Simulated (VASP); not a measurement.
A run of VASP 6.6.1:

File POSCAR:

```
Li2Pt
1.0
    4.1624512454      0.0000000000      0.0000000000
   -2.0812256227      3.6047885205      0.0000000000
    0.0000000000      0.0000000000      2.6400304308
Li Pt
2 1
Direct
    0.3333333333      0.6666666667      0.5000000000
    0.6666666667      0.3333333333      0.5000000000
    0.0000000000      0.0000000000      0.0000000000
```

Contents of INCAR.step1:

```
SYSTEM = Li2Pt
ALGO = Normal ; EDIFF = 1E-4
ENCUT = 520 ; GGA = PE
ISMEAR = 0 ; LASPH = .TRUE.
LCHARG = .FALSE. ; LREAL = .FALSE.
LWAVE = .TRUE. ; NBANDS = 15
NELM = 100 ; PREC = Accurate
SIGMA = 0.1
```

Contents of INCAR.step2:

```
SYSTEM = Li2Pt
ALGO = Normal ; BPARAM = 11.95
CPARAM = 0.0093 ; EDIFF = 1E-7
ENCUT = 520 ; ISIF = 2
ISMEAR = 0 ; ISTART = 1
IVDW_NL = 2 ; LASPH = .TRUE.
LCHARG = .FALSE. ; LMIXTAU = .TRUE.
LREAL = .FALSE. ; LUSE_VDW = .TRUE.
LWAVE = .FALSE. ; METAGGA = R2SCAN
NBANDS = 15 ; NELM = 100
PREC = Accurate ; SIGMA = 0.1
```

KPOINTS

```
k-points
0
G
  12 12 16
  0 0 0
```

Potentials or basis: VASP PAW PBE potentials, release 64 (Li_sv, Pt).

Command:

```sh
$ cat potpaw_PBE.64/Li_sv/POTCAR potpaw_PBE.64/Pt/POTCAR > POTCAR
$ cp INCAR.step1 INCAR
$ mpirun -np 1 vasp_std > vasp.out
$ cp INCAR.step2 INCAR
$ mpirun -np 1 vasp_std > vasp.out
```

Hardware: 1 thread of Intel(R) Xeon(R) Platinum 8488C (Sapphire Rapids) (shared host).

Task: How long does it take, and how much memory?

Result: Wall time 4.1 min on 1 thread of Intel(R) Xeon(R) Platinum 8488C (Sapphire Rapids), with other jobs on the host, peak memory 0.32 GiB. Counts: scf iterations 16, k points 171.
